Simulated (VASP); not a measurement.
# Cd2TeSe5 (P-3m1) in VASP: relaxation of cell and atoms with PBE

Aim: the relaxation of cell and atoms of Cd2TeSe5 with PBE.

All numbers are computed with VASP 6.6.1; they aren't measurements. Logs are shortened: lines on timing, memory, paths and dates and some standing lists are left out, and cuts for length are marked.

### Step 1. The structure

The structure is trigonal, space group P-3m1 (No. 164). Conventional cell: a = 4.100 Å, b = 4.100 Å, c = 14.630 Å, α = 90.00°, β = 90.00°, γ = 120.00°. Cd (site symmetry 3m) has 4 Se at 2.48 to 2.63 Å as nearest neighbours. Te (site symmetry -3m) has 6 Se at 2.86 Å as nearest neighbours. Se (site symmetry 3m) has 3 Cd at 2.48 Å as nearest neighbours. Around Se (site symmetry 3m) lie 1 Cd at 2.63 Å and 3 Te at 2.86 Å. Se (site symmetry -3m) has 6 Se at 3.33 Å as nearest neighbours.

The cell was built by a generator and needn't be a form met in nature.

### Step 2. Relaxation of cell and atoms, PBE

INCAR

```
ALGO = Fast
EDIFF = 1E-4
EDIFFG = -0.08
ENCUT = 520
GGA = PE
IBRION = 2
ISIF = 3
ISMEAR = 0
LASPH = T
LCHARG = F
LREAL = F
LWAVE = F
NELM = 60
NSW = 24
PREC = Normal
SIGMA = 0.15
```

KPOINTS

```
k-points
0
Gamma
  4 4 1
```

POSCAR

```
Cd2TeSe5
1.0
    4.1000000000      0.0000000000      0.0000000000
   -2.0500000000      3.5507041600      0.0000000000
    0.0000000000      0.0000000000     14.6300000000
Cd Te Se
2 1 5
Direct
    0.3333333300      0.6666666700      0.2900000000
    0.6666666700      0.3333333300      0.7100000000
    0.0000000000      0.0000000000      0.0000000000
    0.6666666700      0.3333333300      0.3400000000
    0.3333333300      0.6666666700      0.1100000000
    0.3333333300      0.6666666700      0.6600000000
    0.6666666700      0.3333333300      0.8900000000
    0.0000000000      0.0000000000      0.5000000000
```

Potentials or basis: VASP PAW PBE potentials, release 64 (Cd, Te, Se).

The run is started by

```
> cat potpaw_PBE.64/Cd/POTCAR potpaw_PBE.64/Te/POTCAR potpaw_PBE.64/Se/POTCAR > POTCAR
> mpirun -np 1 vasp_std > vasp.out
```

OUTCAR:

```text
EDIFF = 1E-4
   EDIFFG = -0.08
   ENCUT = 520
   GGA = PE
   IBRION = 2
   ISIF = 3
   ISMEAR = 0
   LASPH = T
   LREAL = F
   NELM = 60
   NSW = 24
   PREC = Normal

 ion  position               nearest neighbor table
   1  0.333  0.667  0.290-   4 2.48   4 2.48   4 2.48   5 2.63
   2  0.667  0.333  0.710-   6 2.48   6 2.48   6 2.48   7 2.63
   3  0.000  0.000  0.000-   5 2.86   7 2.86   7 2.86   5 2.86   7 2.86   5 2.86
   4  0.667  0.333  0.340-   1 2.48   1 2.48   1 2.48
   5  0.333  0.667  0.110-   1 2.63   3 2.86   3 2.86   3 2.86
   6  0.333  0.667  0.660-   2 2.48   2 2.48   2 2.48
   7  0.667  0.333  0.890-   2 2.63   3 2.86   3 2.86   3 2.86
   8  0.000  0.000  0.500-

  LATTYP: Found a hexagonal cell.
 ALAT       =     4.1000000000
 C/A-ratio  =     3.5682926829

  Lattice vectors:

 A1 = (   4.1000000000,   0.0000000000,   0.0000000000)
 A2 = (  -2.0500000000,   3.5507041600,   0.0000000000)
 A3 = (   0.0000000000,   0.0000000000,  14.6300000000)

Analysis of symmetry for initial positions (statically):
=====================================================================
 Subroutine PRICEL returns:
 Original cell was already a primitive cell.

 Routine SETGRP: Setting up the symmetry group for a
 hexagonal supercell.

 Subroutine GETGRP returns: Found 12 space group operations
 (whereof 12 operations were pure point group operations)
 out of a pool of 24 trial point group operations.

The static configuration has the point symmetry D_3d.

Analysis of symmetry for dynamics (positions and initial velocities):
=====================================================================
 Subroutine PRICEL returns:
 Original cell was already a primitive cell.

 Routine SETGRP: Setting up the symmetry group for a
 hexagonal supercell.

 Subroutine GETGRP returns: Found 12 space group operations
 (whereof 12 operations were pure point group operations)
 out of a pool of 24 trial point group operations.

The dynamic configuration has the point symmetry D_3d.

 Subroutine INISYM returns: Found 12 space group operations
 (whereof 12 operations are pure point group operations),
 and found     1 'primitive' translations

----------------------------------------------------------------------------------------

                                     Primitive cell

  volume of cell :     212.9819

  direct lattice vectors                    reciprocal lattice vectors
[... 82 lines left out ...]
   IBRION =      2    ionic relax: 0-MD 1-quasi-New 2-CG
   NFREE  =      1    steps in history (QN), initial steepest desc. (CG)
   ISIF   =      3    stress and relaxation
   ISYM   =      2    0-nonsym 1-usesym 2-fastsym
   POTIM  = 0.5000    time-step for ionic-motion
   TEBEG  =    0.0;   TEEND  =   0.0 temperature during run
   PSTRESS=    0.0 pullay stress
   NELECT =      60.0000    total number of electrons
   NUPDOWN=      -1.0000    fix difference up-down
   EMIN   =  10.00;   EMAX   =-10.00  energy-range for DOS
   EFERMI =   0.00;   METHOD = LEGACY
   ISMEAR =     0;   SIGMA  =   0.15  broadening in eV -4-tet -1-fermi 0-gaus
   EFERMI_NEDOS =   21; number of points for ismear=-14 and -15
   IALGO  =     68    algorithm
   IMIX   =      4    mixing-type and parameters
     AMIX     =   0.40;   BMIX     =  1.00
     AMIX_MAG =   1.60;   BMIX_MAG =  1.00
  volume/ion in A,a.u.               =      26.62       179.66
  Fermi-wavevector in a.u.,A,eV,Ry     =   1.073193  2.028040 15.670408  1.151742
  Thomas-Fermi vector in A             =   2.208985
   LORBIT       =      0    0 simple, 1 ext, 2 COOP (PROOUT), +10 PAW based schemes
   GGA     = PE    functional components
   LHFCALC =     F    Hartree Fock is set to
   AEXX    =    0.0000 exact exchange contribution
   IVDW    =     0    specifies the selected vdW correction
   LEPSILON=     F    determine dielectric tensor
   LRPA    =     F    only Hartree local field effects (RPA)
 conjugate gradient relaxation of ions
 non-spin polarized calculation
 RMM-DIIS sequential band-by-band and
 Gauss-broadening in eV      SIGMA  =   0.15
  energy-cutoff  :      520.00
  volume of cell :      212.98
 maximum number of plane-waves:      5759
   NGX = 15   NGY = 15   NGZ = 55

--------------------------------------- Ionic step        1  -------------------------------------------

 number of electron      60.0000018 magnetization

 Free energy of the ion-electron system (eV)
  ---------------------------------------------------
  ext. energy  EPLUGINS =         0.00000000
  ---------------------------------------------------
  free energy    TOTEN  =       -20.92129812 eV

  energy without entropy =      -20.81354648  energy(sigma->0) =      -20.86742230

------------------------ aborting loop because EDIFF is reached ----------------------------------------

  FORCE on cell =-STRESS in cart. coord.  units (eV):
  Direction    XX          YY          ZZ          XY          YZ          ZX
  --------------------------------------------------------------------------------------
  -------------------------------------------------------------------------------------
  Total        9.8120566      9.8120566      7.0145020      0.0000000     -0.0000000      0.0000000
  in kB       73.8121668     73.8121669     52.7672854      0.0000000     -0.0000000      0.0000000
  external PRESSURE =      66.7972064 kB  Pullay stress =       0.0000000 kB
[... 107 lines left out ...]
  FREE ENERGIE OF THE ION-ELECTRON SYSTEM (eV)
  ---------------------------------------------------
  free  energy   TOTEN  =       -21.5206800044 eV

  energy  without entropy=      -21.3771594568  energy(sigma->0) =      -21.44891973

[... ionic steps 4 to 20 ...]

--------------------------------------- Ionic step       21  -------------------------------------------

 number of electron      59.9999991 magnetization

------------------------ aborting loop because EDIFF is reached ----------------------------------------
[... 79 lines left out ...]
--------------------------------------- Ionic step       23  -------------------------------------------

 number of electron      60.0000036 magnetization

 Free energy of the ion-electron system (eV)
  ---------------------------------------------------
  ext. energy  EPLUGINS =         0.00000000
  ---------------------------------------------------
  free energy    TOTEN  =       -22.27827733 eV

  energy without entropy =      -22.19673511  energy(sigma->0) =      -22.23750622

 E-fermi :   3.1080     XC(G=0):  -8.9677

 val. band max:        3.0847076997   @ k =   0.2500   0.0000   0.0000
 cond. band min:       3.1209390037   @ k =   0.2500   0.0000   0.0000
 fundamental gap:      0.0362313040
 Fermi energy:         3.1080094471

 k-point     1 :       0.0000    0.0000    0.0000
  band No.  band energies     occupation
      1     -11.7173      2.00000
      2     -11.6398      2.00000
      3     -10.1576      2.00000
      4      -9.9920      2.00000
      5      -8.2928      2.00000
      6      -7.0410      2.00000
[... 180 lines left out ...]
  FREE ENERGIE OF THE ION-ELECTRON SYSTEM (eV)
  ---------------------------------------------------
  free  energy   TOTEN  =       -22.2782773332 eV

  energy  without entropy=      -22.1967351089  energy(sigma->0) =      -22.23750622

 reached required accuracy - stopping structural energy minimisation
```

It took 3.7 min on 1 thread of Intel Xeon 6975P-C (Granite Rapids), shared host; peak memory 0.24 GiB.

What came out:

```
Free energy                            : -22.2783 eV
Relaxed volume                         : 28.51 Å³/atom
Relaxed cell                           : a = 4.395 Å, b = 4.395 Å, c = 13.635 Å, α = 90.00°, β = 90.00°, γ = 120.00°
Space group after relaxing (to 0.05 Å) : P-3m1 (No. 164)
Energy gained by relaxing              : 169.6 meV/atom
Ionic steps                            : 23
Pressure after relaxing                : -0.1 GPa
Largest force after relaxing           : 0.061 eV/Å
Band gap on the k mesh                 : none (metal or under the smearing width)
```

Forces in eV/Å, atoms in the order of the input:
```
Cd   0.000  0.000  0.024
Cd   0.000  0.000 -0.024
Te   0.000  0.000  0.000
Se   0.000  0.000 -0.061
Se   0.000  0.000 -0.054
Se   0.000  0.000  0.061
Se   0.000  0.000  0.054
Se   0.000  0.000  0.000
```

Step by step:
| step | energy change (eV) | largest force (eV/Å) | pressure (GPa) | volume (Å³) |
| --- | --- | --- | --- | --- |
| 1 | 0.0000 | 1.1837 | 6.68 | 212.98 |
| 2 | -0.5618 | 0.8424 | -1.85 | 249.04 |
| 3 | -0.5994 | 0.8126 | -0.60 | 240.71 |
| 4 | -0.6948 | 0.5874 | -0.42 | 239.85 |
| 5 | -0.8628 | 0.5190 | 0.02 | 237.24 |
| 6 | -0.8785 | 0.5067 | 0.27 | 236.18 |
| 7 | -0.9718 | 0.4256 | -0.53 | 237.98 |
| 8 | -1.0055 | 0.6665 | -1.78 | 241.66 |
| 9 | -1.0256 | 0.3873 | -1.36 | 240.12 |
| 10 | -1.0847 | 0.5202 | -0.74 | 235.41 |
| 11 | -1.0894 | 0.8856 | 1.02 | 225.68 |
| 12 | -1.1087 | 0.7067 | 0.28 | 230.13 |
| 13 | -1.1626 | 0.5815 | 0.36 | 228.87 |
| 14 | -1.2439 | 0.4782 | 0.85 | 225.88 |
| 15 | -1.1754 | 0.8414 | 2.28 | 219.99 |
| 16 | -1.2579 | 0.5875 | 1.09 | 224.33 |
| 17 | -1.3177 | 0.2913 | -0.44 | 231.08 |
| 18 | -1.3181 | 0.2433 | -0.57 | 231.95 |
| 19 | -1.3439 | 0.1302 | -0.34 | 229.65 |
| 20 | -1.3528 | 0.1107 | -0.07 | 228.05 |
| 21 | -1.3463 | 0.1866 | 0.52 | 224.86 |
| 22 | -1.3543 | 0.0964 | 0.17 | 227.06 |
| 23 | -1.3570 | 0.0609 | -0.09 | 228.10 |

Final structure:
```
CELL_PARAMETERS angstrom
4.39500 0.00000 0.00000
-2.19750 3.80619 0.00000
0.00000 0.00000 13.63537
ATOMIC_POSITIONS crystal
Cd 0.33333 0.66667 0.30502
Cd 0.66667 0.33333 0.69498
Te 0.00000 0.00000 0.00000
Se 0.66667 0.33333 0.38977
Se 0.33333 0.66667 0.10487
Se 0.33333 0.66667 0.61023
Se 0.66667 0.33333 0.89513
Se 0.00000 0.00000 0.50000
```

Caveat: the k mesh is coarse (spacing up to 0.44 Å⁻¹), so the values aren't converged; the relaxation stopped at a loose force limit of 0.08 eV/Å, so its end isn't a converged minimum.
